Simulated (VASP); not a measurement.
All values below come from PBEsol GGA, VASP's PBE PAW potentials (set 64) (plane waves; VASP 6.6.1).

Input for VASP

### KPOINTS
```
Automatic
0
Gamma
 6 6 6
0 0 0
```

### POSCAR
```
KI
1
    0.0000000000     3.5350000000     3.5350000000
    3.5350000000     0.0000000000     3.5350000000
    3.5350000000     3.5350000000     0.0000000000
K I
1 1
Direct
  0.0000000000   0.0000000000   0.0000000000
  0.5000000000   0.5000000000   0.5000000000
```

INCAR:
```
SYSTEM = KI
PREC = Accurate
ENCUT = 480
EDIFF = 1E-6
NELM = 100
ALGO = Normal
LREAL = .FALSE.
LASPH = .TRUE.
ISMEAR = 0
SIGMA = 0.05
GGA = PS
LMAXMIX = 4
LWAVE = .FALSE.
LCHARG = .FALSE.
IBRION = 2
ISIF = 3
NSW = 60
EDIFFG = -0.01
```

POTCAR, in this order: K_sv I (PBE.64 set). Program: vasp_std.

Task: What will the output report for the number of irreducible k-points (NKPTS), largest plane-wave count, number of space-group operations, FFT grid (NGX, NGY, NGZ)?

Result: 
```
Item                                          Result
--------------------------------------  ------------
number of irreducible k-points (NKPTS)            16
largest plane-wave count                        2126
number of space-group operations                  48
FFT grid (NGX, NGY, NGZ)                36 × 36 × 36
```

The compound is KI in the rock salt structure. This run relaxes it. Symmetry was kept, so distortions that lower it aren't found.
